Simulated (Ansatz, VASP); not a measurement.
One calculation of K3HgS2, two programs

```
K Hg S
1.0
     8.68695    0.00000    0.00000
    -4.34348    7.52312    0.00000
     0.00000    0.00000    3.80309
K Hg S
3 1 2
Direct
  0.50000 0.00000 0.50000
  0.50000 0.50000 0.50000
  0.00000 0.50000 0.50000
  0.00000 0.00000 0.00000
  0.33333 0.66667 0.00000
  0.66667 0.33333 0.00000
```

Change from the starting cell: species swapped into the DyCo3B2 type (P6/mmm, No. 191).

Alike in both runs: task relaxation of cell and atoms; functional PBE; k mesh 6 × 6 × 10; occupations gaussian, width 0.1 eV; no spin polarisation.

|  | VASP | Ansatz |
| --- | --- | --- |
| version | VASP 6.6.1 | Ansatz 0.2.0 |
| potentials or method | VASP PAW PBE potentials, release 64 (K_sv, Hg, S) | scalar-relativistic, plane waves, PAW |
| plane-wave cutoff (eV) | 600 | 420 |
| valence electrons in the cell | 51 | 59 |

Ansatz gave:

* gap on the k mesh at the Fermi level, each at its own relaxed structure (eV): none
* relaxed volume (Å³/atom): 41.20
* relaxed cell length with the largest relative difference (Å): 3.772

Q: Which values does VASP return?

A: gap on the k mesh at the Fermi level, each at its own relaxed structure (eV): none; relaxed volume (Å³/atom): 41.28; relaxed cell length with the largest relative difference (Å): 3.782.

A gap of «none» marks a metal or a gap that the smearing closes. The two sets of potentials don't hold the same shells in valence.

The runs have no spin-orbit coupling, so splittings on Hg are missing.
